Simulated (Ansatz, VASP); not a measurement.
# TiSi in two plane-wave programs, part 2 of 2

One calculation is typed for both programs; each brings its own data sets. How far apart do they land? The cell is generated by rule, not measured, and may not be a known phase. The cell is taken from a series of runs on this material, whose earlier steps may have relaxed, scaled, displaced or heated it; both programs get it as it stands.

VASP 6.6.1 and Ansatz 0.2.0.

So far: Starting point; Ansatz: relaxation of cell and atoms, PBEsol; VASP: relaxation of cell and atoms, PBEsol; Comparison.

### Step 5. VASP: zone-centre phonons, PBEsol

Level of this step: PBEsol; plane waves and PAW (Ti_sv, Si); invented cell (VASP).

Second derivatives magnify differences that forces hide, and they need a tight electronic threshold.

The input, INCAR:

```
SYSTEM = TiSi
PREC = Accurate
ENCUT = 500
EDIFF = 1E-08
NELM = 120
ISMEAR = 1
SIGMA = 0.15
LREAL = .FALSE.
ALGO = Normal
GGA = PS
NBANDS = 14
LASPH = .TRUE.
LORBIT = 11
LWAVE = .FALSE.
LCHARG = .FALSE.
ISIF = 2
IBRION = 8
GGA_COMPAT = .FALSE.
KPAR = 2
```

The input, POSCAR:

```
TiSi
1.0
    0.0000000000      2.5186572446      2.5186572446
    2.5186572446      0.0000000000      2.5186572446
    2.5186572446      2.5186572446      0.0000000000
Ti Si
1 1
Direct
    0.0000000000      0.0000000000      0.0000000000
    0.5000000000      0.5000000000      0.5000000000
```

The input, KPOINTS:

```
Automatic mesh
0
Gamma
12 12 12
0 0 0
```

Potentials, in the order of the species: Ti_sv and Si (PBE family, release 64).

Launch:

```
$ mpirun -np 2 vasp_std
```

Numbers of over 12 decimals in the logs are rounded to 6 here.

What it wrote:

```text
[banner, memory and clock lines left out]
running    2 mpi-ranks, on    1 nodes
[...]
[... a notice as in an earlier step ...]

 LDA part: xc-table for (Slater+PW92), standard interpolation
 POSCAR, INCAR and KPOINTS ok, starting setup
[...]
entering main loop
       N       E                     dE             d eps       ncg     rms          rms(c)
DAV:   1     0.107304038217E+03    0.10730E+03   -0.76494E+03  2016   0.119E+03
DAV:   2    -0.109710234363E+02   -0.11828E+03   -0.11280E+03  2106   0.313E+02
DAV:   3    -0.173088051246E+02   -0.63378E+01   -0.61951E+01  3108   0.705E+01
DAV:   4    -0.174987548531E+02   -0.18995E+00   -0.18967E+00  2308   0.111E+01
[...]
DAV:  17    -0.150594828135E+02    0.13453E-06   -0.48333E-07  2466   0.927E-03    0.962E-03
DAV:  18    -0.150594829475E+02   -0.13405E-06   -0.90207E-08  2540   0.282E-03    0.371E-03
DAV:  19    -0.150594829542E+02   -0.67337E-08   -0.25107E-09  1074   0.450E-04
   1 F= -.15059483E+02 E0= -.15059524E+02  d E =0.122493E-03
[...]
RMM:  19    -0.667664940018E+00    0.22992E-08   -0.10898E-07  7409   0.199E-04    0.142E-05
RMM:  20    -0.667664963266E+00   -0.23248E-07   -0.85791E-08  7098   0.169E-04    0.149E-05
RMM:  21    -0.667665008124E+00   -0.44858E-07   -0.65334E-08  8219   0.145E-04    0.148E-05
 first order change of Fermi-energy   0.54360E-03
 force on displaced ion       1 direction 1 : -11.054   0.000   0.000
 Linear response progress:
  Degree of freedom:   2/  2
       N       E                     dE             d eps       ncg     rms          rms(c)
RMM:   1    -0.189606989105E-01   -0.18961E-01   -0.88920E-03  9054   0.146E+00
RMM:   2    -0.167296021324E-01    0.22311E-02   -0.23925E-03  9281   0.296E-01    0.621E-02
RMM:   3    -0.169503589095E-01   -0.22076E-03   -0.39671E-04  9594   0.123E-01    0.337E-02
RMM:   4    -0.172641208520E-01   -0.31376E-03   -0.14496E-04  9657   0.705E-02    0.702E-03
[...]
RMM:  12    -0.172838668926E-01    0.40763E-07   -0.19254E-07 11281   0.188E-04    0.848E-06
RMM:  13    -0.172838866443E-01   -0.19752E-07   -0.15069E-07 10674   0.912E-05    0.111E-06
RMM:  14    -0.172838879446E-01   -0.13003E-08   -0.48864E-08 11179   0.472E-05    0.364E-06
 first order change of Fermi-energy   0.63622E-03
 force on displaced ion       2 direction 1 : -11.041   0.000   0.000
 Linear response finished
```

From OUTCAR (step 5):

```text
  Total        0.0201217      0.0201217      0.0201217     -0.0000000      0.0000000     -0.0000000
  in kB        1.0088757      1.0088757      1.0088757     -0.0000000      0.0000000     -0.0000000
  external PRESSURE =       1.0088757 kB  Pullay stress =       0.0000000 kB

 POSITION                                       TOTAL-FORCE (eV/Angst)
 -----------------------------------------------------------------------------------
      0.00000      0.00000      0.00000        -0.000000     -0.000000     -0.000000
      2.51866      2.51866      2.51866         0.000000      0.000000      0.000000
 -----------------------------------------------------------------------------------
    total drift:                               -0.000000      0.000000      0.000000

[... 1 part as in an earlier step ...]

[... 1 further part left out ...]
```

### Step 6. Ansatz: zone-centre phonons, PBEsol

The same cell, functional, mesh and smearing now go to Ansatz, which takes its cutoff from its data sets.

The cell is taken from a series of runs on this material, whose earlier steps may have relaxed, scaled, displaced or heated it; both programs get it as it stands.

The input, input.yaml:

```yaml
crystal:
  lattice:
    - [0.0, 2.5186572446, 2.5186572446]
    - [2.5186572446, 0.0, 2.5186572446]
    - [2.5186572446, 2.5186572446, 0.0]
  atoms:
    - { symbol: Ti, position: [0.0, 0.0, 0.0] }
    - { symbol: Si, position: [0.5, 0.5, 0.5] }
kpoints:
  mp_grid: { grid: [12, 12, 12] }
hamiltonian:
  xc: pbesol
scf:
  occupations: { method: methfessel_paxton, width: 0.15 }
output:
  eigenvalues: true
phonons:
  method: dfpt
```

Launch:

```
$ ansatz run input.yaml --threads 4 --pin off --max-ram 7168MiB --backend cpu --events-out ev --progress --plain --runs-dir out
```

What it wrote:

```text
[...]
Crystal: 2 atoms, lattice volume = 31.955 Å³
Basis set: ecut = 420 eV, 609 PW (Γ), exchange–correlation on 48×48×48 points (8 copies of the dense FFT grid, shifted against one another)
Bands: 12, of which v1, the nominal top of the filled ones, is band 8 counted from 1 (7 counted from 0)
Symmetry: 48 space group operations
k-points: 163 of 1728 (irreducible under 8 space group operations, time reversal used)
[...]
k mesh reduced under 8 symmetry operations, with k and −k counted as one. Each operation leaves every solved perturbation unchanged. A smaller set is not used because it would not reduce the number of displacements times k-points to solve
  ASR residual: 1.218e-5 → 0.000e0 eV/Å²; symmetrization residual: 3.656e-6 eV/Å²
  ASR residual per site (eV/Å²): 1.07e-5 1.22e-5
  Γ frequencies (cm⁻¹): 0.00 0.00 0.00 410.94 410.94 410.94
  non-analytic LO–TO correction: not included (Born effective charges unavailable; polar crystals: no LO–TO splitting at Γ)
[key lines of the parts left out:]
SCF converged after 7 iterations
Free energy (F): -3096.368395 eV
Fermi energy:    11.458700 eV
```

### Step 7. Differences

Compared:

```csv
quantity,Ansatz,VASP,difference
optical mode 1 to 3 (cm⁻¹),410.9,411.9,-0.24 %
```

Modes are paired by rising frequency, not by their patterns, so a pair may set unlike modes beside each other; they are those without the splitting of longitudinal modes.

### Step 8. Outcome

```json
{"difference in volume (relaxation of cell and atoms, PBEsol)": "-0.073 %", "r.m.s. difference of the optical zone-centre modes, each program's sorted by frequency (zone-centre phonons, PBEsol)": "0.98 cm⁻¹"}
```

In words: The difference in volume is -0.073 % (relaxation of cell and atoms, PBEsol), within the 1.2 % picked in this series as the mark of a large difference, as far as the stopping tolerances let one tell. 1 further run of this series is not shown here. How closely two codes agree says nothing of how well the functional describes the real material.

[Lines on the potential files, build, host, timing and source positions are cut from VASP's logs without a mark.]

[Logs are printed without paths, hosts, clocks, repeated set-up lines and the standing remarks that a program may print on its own settings, such as how far it seeks lower states.]

[Hosts, paths, dates, database ids (printed as entryN), source tags and the programs' standing remarks are cut or masked in the printed files.]
